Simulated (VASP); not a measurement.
# Cr2O3 (Eskolaite): zone-centre modes, functional by functional, part 4 of 4

Aim: the vibrations of Cr2O3 (Eskolaite) at the zone centre, at several levels of theory. The starting structure is a measured crystal structure from the Crystallography Open Database. These runs hold a net moment, 12.0 μB a cell; experiment finds antiferromagnetic order in this phase at low temperature (arxiv:2307.11956), so these aren't the modes of its ground state.

VASP 6.6.1.

Results so far: LDA+U (Cr d 3.7 eV) A2g (3) 662.0 cm⁻¹; LDA+U (Cr d 3.7 eV) at the measured cell A2g (3) 659.2 cm⁻¹; PBEsol+U (Cr d 3.7 eV) A2g (3) 642.7 cm⁻¹; PBE+U (Cr d 3.7 eV) A2g (3) 626.5 cm⁻¹; PBEsol + D3(BJ)+U (Cr d 3.7 eV) A2g (3) 655.6 cm⁻¹.

**7. Modes with r2SCAN+U (Cr d 3.7 eV)**

Level of this step: r2SCAN, DFT+U (Cr d 3.7 eV), spin-polarised from a ferromagnetic start; plane waves and PAW (Cr_pv, O) (VASP).

r2SCAN adds the kinetic-energy density, costs more than a GGA and is run with LASPH. The cell comes from a relaxation at this level, not shown (101.19 Å³).

Contents of INCAR:

```
SYSTEM = Cr2O3
PREC = Accurate
ENCUT = 520
EDIFF = 1E-08
NELM = 100
ISMEAR = 0
SIGMA = 0.03
LREAL = .FALSE.
ALGO = Normal
METAGGA = R2SCAN
LASPH = .TRUE.
NBANDS = 64
ISPIN = 2
MAGMOM = 3 3 3 3 0 0 0 0 0 0
LDAU = .TRUE.
LDAUTYPE = 2
LDAUL = 2 -1
LDAUU = 3.7 0
LDAUJ = 0 0
LDAUPRINT = 1
LMAXMIX = 4
LORBIT = 11
LWAVE = .FALSE.
LCHARG = .FALSE.
KPAR = 16
IBRION = 6
NFREE = 2
POTIM = 0.015
NSW = 1
ISIF = 2
```

Contents of POSCAR:

```
Cr2O3
1.0
    2.5292687792      1.4602740105      4.5660021145
   -2.5292687792      1.4602740105      4.5660021145
    0.0000000000     -2.9205480210      4.5660021145
Cr O
4 6
Direct
    0.3495408984      0.3495408984      0.3495408984
    0.1504591016      0.1504591016      0.1504591016
    0.6504591016      0.6504591016      0.6504591016
    0.8495408984      0.8495408984      0.8495408984
    0.5513173200      0.2500000000      0.9486826800
    0.2500000000      0.9486826800      0.5513173200
    0.9486826800      0.5513173200      0.2500000000
    0.4486826800      0.7500000000      0.0513173200
    0.7500000000      0.0513173200      0.4486826800
    0.0513173200      0.4486826800      0.7500000000
```

Contents of KPOINTS:

```
Automatic mesh
0
Gamma
6 6 6
0 0 0
```

Potentials, in the order of the species: Cr_pv and O (PBE family, release 64).

Run with:

```console
$ mpirun -np 16 vasp_std
```

The log of the run:

```text
[banner, memory and clock lines left out]
running   16 mpi-ranks, on    1 nodes
[...]
[... a notice as in an earlier step ...]

 [... a notice as in an earlier step ...]

 LDA part: xc-table for (None), standard interpolation
 POSCAR, INCAR and KPOINTS ok, starting setup
[...]
entering main loop
       N       E                     dE             d eps       ncg     rms          rms(c)
DAV:   1     0.115240396657E+04    0.11524E+04   -0.45263E+04  8368   0.154E+03
DAV:   2    -0.230356245859E+02   -0.11754E+04   -0.10839E+04  8352   0.493E+02
DAV:   3    -0.141420426996E+03   -0.11838E+03   -0.11424E+03  8960   0.168E+02
DAV:   4    -0.144576230060E+03   -0.31558E+01   -0.31128E+01  9264   0.280E+01
[...]
DAV:  25    -0.112499320440E+03   -0.10372E-06   -0.73805E-11  4368   0.781E-05    0.285E-05
DAV:  26    -0.112499320360E+03    0.80196E-07   -0.51610E-11  4336   0.331E-05    0.141E-05
DAV:  27    -0.112499320358E+03    0.26303E-08    0.36048E-12  4264   0.147E-05
   1 F= -.11249932E+03 E0= -.11249932E+03  d E =-.141877E-44  mag=    12.0000
[... from here on, the cycles between the ionic steps are left out ...]
   2 F= -.11249675E+03 E0= -.11249675E+03  d E =-.151997E-43  mag=    12.0000
   3 F= -.11249677E+03 E0= -.11249677E+03  d E =-.109799E-43  mag=    12.0000
   4 F= -.11249682E+03 E0= -.11249682E+03  d E =-.826827E-44  mag=    12.0000
   5 F= -.11249670E+03 E0= -.11249670E+03  d E =-.375297E-45  mag=    12.0000
   6 F= -.11249751E+03 E0= -.11249751E+03  d E =-.192021E-42  mag=    12.0000
   7 F= -.11249761E+03 E0= -.11249761E+03  d E =-.316235E-40  mag=    12.0000
   8 F= -.11249773E+03 E0= -.11249773E+03  d E =-.150660E-40  mag=    12.0000
   9 F= -.11249773E+03 E0= -.11249773E+03  d E =-.297642E-44  mag=    12.0000
 Finite differences progress:
  Degree of freedom:   4/  4
  Displacement:        2/  2
  Total:               8/  8
```

Run time: 23 min. Hardware: 16 MPI ranks of Intel Xeon 6975P-C (Granite Rapids), shared host; peak memory 27 GiB; 6.2 h of CPU time.

From OUTCAR (step 7):

```text
  Total        0.0551619     -0.0424955     -0.0072659      0.0297624      0.0334540      0.0177397
  in kB        0.8734395     -0.6728782     -0.1150497      0.4712608      0.5297139      0.2808920
  external PRESSURE =       0.0285039 kB  Pullay stress =       0.0000000 kB

 POSITION                                       TOTAL-FORCE (eV/Angst)
 -----------------------------------------------------------------------------------
      0.00000      0.00000      4.78801         0.010229      0.010149     -0.033607
      0.00000      0.00000      2.06099        -0.004838     -0.016522     -0.036588
      0.00000      0.00000      8.90999         0.008667     -0.021535     -0.034777
      0.00000      0.00000     11.63702         0.024626      0.003197     -0.035542
      0.76211     -1.60053      7.97550        -0.064846      0.038199      0.212714
     -1.76716      0.14026      7.99050        -0.001163      0.001462      0.009157
      1.00504      1.46027      7.99050         0.000861      0.000381      0.009117
     -0.76211      1.60053      5.70750         0.023651     -0.012324     -0.032199
      1.76716     -0.14026      5.70750         0.000703     -0.005039     -0.029146
     -1.00504     -1.46027      5.70750         0.002110      0.002030     -0.029128
 -----------------------------------------------------------------------------------
    total drift:                                0.000868     -0.000435     -0.000472

  FREE ENERGIE OF THE ION-ELECTRON SYSTEM (eV)
  ---------------------------------------------------
  free  energy   TOTEN  =      -112.4977276255 eV

  energy  without entropy=     -112.4977276255  energy(sigma->0) =     -112.49772763

 magnetization (x)
# of ion       s       p       d       tot
------------------------------------------
    1        0.047   0.030   2.924   3.001
    2        0.047   0.030   2.924   3.001
    3        0.047   0.030   2.924   3.001
    4        0.047   0.030   2.924   3.001
    5       -0.002  -0.041   0.000  -0.043
    6       -0.002  -0.041   0.000  -0.043
    7       -0.002  -0.041   0.000  -0.043
    8       -0.002  -0.041   0.000  -0.043
    9       -0.002  -0.041   0.000  -0.043
   10       -0.002  -0.041   0.000  -0.043
--------------------------------------------------
tot          0.174  -0.124  11.696  11.746

[... 1 part as in an earlier step ...]

[... 2 further parts left out ...]
[key lines of the parts left out:]
E-fermi :   5.1265
```

With r2SCAN+U (Cr d 3.7 eV) the modes are at the top A2g (3) 672.0, A1u (2) 633.7 cm⁻¹, at the bottom Eu (1) 302.1, A2g (1) 259.2 cm⁻¹, with 14 more of the listed ones between; the largest shift is -15.3 cm⁻¹, in A2u (2), from LDA+U (Cr d 3.7 eV).

**8. All runs side by side**

```csv
run,A2g (3),A1u (2),Eg (5),Eu (4),A1g (1),Eg (1),Eu (1),A2g (1),core minutes
LDA+U (Cr d 3.7 eV),662.0,630.5,623.3,604.5,340.8,337.4,307.1,259.1,146.0
LDA+U (Cr d 3.7 eV) at the measured cell,659.2,629.8,618.9,604.2,338.1,336.8,305.7,257.8,142.0
PBEsol+U (Cr d 3.7 eV),642.7,612.9,599.3,582.2,331.5,328.9,297.2,249.9,131.0
PBE+U (Cr d 3.7 eV),626.5,596.9,576.6,558.6,321.8,320.3,286.3,241.3,183.0
PBEsol + D3(BJ)+U (Cr d 3.7 eV),655.6,622.7,614.2,596.0,334.5,331.4,301.9,252.7,113.0
r2SCAN+U (Cr d 3.7 eV),672.0,633.7,616.1,592.3,337.2,331.8,302.1,259.2,373.0
```

Modes are in cm⁻¹, degenerate ones as one, matched between runs by symmetry and order. A number in brackets counts the listed modes of one symmetry from the lowest. The symmetry labels come from an automatic analysis and can be wrong where levels nearly coincide. Between the highest four and the lowest four, 10 more are left out. Core minutes are wall time times ranks of the run shown, on a shared host.

**9. Results**

```yaml
a2g_3_lda_u_cr_d_3p7_ev: 662.0 cm⁻¹
a2g_1_lda_u_cr_d_3p7_ev: 259.1 cm⁻¹
a2g_3_lda_u_cr_d_3p7_ev_at_the_measured_cell: 659.2 cm⁻¹
a2g_1_lda_u_cr_d_3p7_ev_at_the_measured_cell: 257.8 cm⁻¹
a2g_3_pbesol_u_cr_d_3p7_ev: 642.7 cm⁻¹
a2g_1_pbesol_u_cr_d_3p7_ev: 249.9 cm⁻¹
a2g_3_pbe_u_cr_d_3p7_ev: 626.5 cm⁻¹
a2g_1_pbe_u_cr_d_3p7_ev: 241.3 cm⁻¹
a2g_3_pbesol_d3_bj_u_cr_d_3p7_ev: 655.6 cm⁻¹
a2g_1_pbesol_d3_bj_u_cr_d_3p7_ev: 252.7 cm⁻¹
a2g_3_r2scan_u_cr_d_3p7_ev: 672.0 cm⁻¹
a2g_1_r2scan_u_cr_d_3p7_ev: 259.2 cm⁻¹
```

**Reading.** On the cells relaxed at each level, the A2g (3) mode of Cr2O3 (Eskolaite), the highest of the listed ones in the run with LDA+U (Cr d 3.7 eV), lies between 627 cm⁻¹ (PBE+U (Cr d 3.7 eV)) and 672 cm⁻¹ (r2SCAN+U (Cr d 3.7 eV)). On the cells relaxed at each level, the A2g (1) mode of Cr2O3 (Eskolaite), the lowest of the listed ones in the run with LDA+U (Cr d 3.7 eV), lies between 241 cm⁻¹ (PBE+U (Cr d 3.7 eV)) and 259 cm⁻¹ (r2SCAN+U (Cr d 3.7 eV)). Experiment finds antiferromagnetic order in this phase at low temperature (arxiv:2307.11956); these runs are ferromagnetic, which can change the modes and the gap. The frequencies are harmonic, and the splitting of polar modes by their long-range field is left out. Further runs on this material are not shown.

[Lines on the potential files, build, host, timing and source positions are cut from VASP's logs without a mark.]

[Logs are printed without paths, hosts, clocks, repeated set-up lines and the standing remarks that a program may print on its own settings, such as how far it seeks lower states.]

[Hosts, paths, dates, database ids (printed as entryN), source tags and the programs' standing remarks are cut or masked in the printed files.]
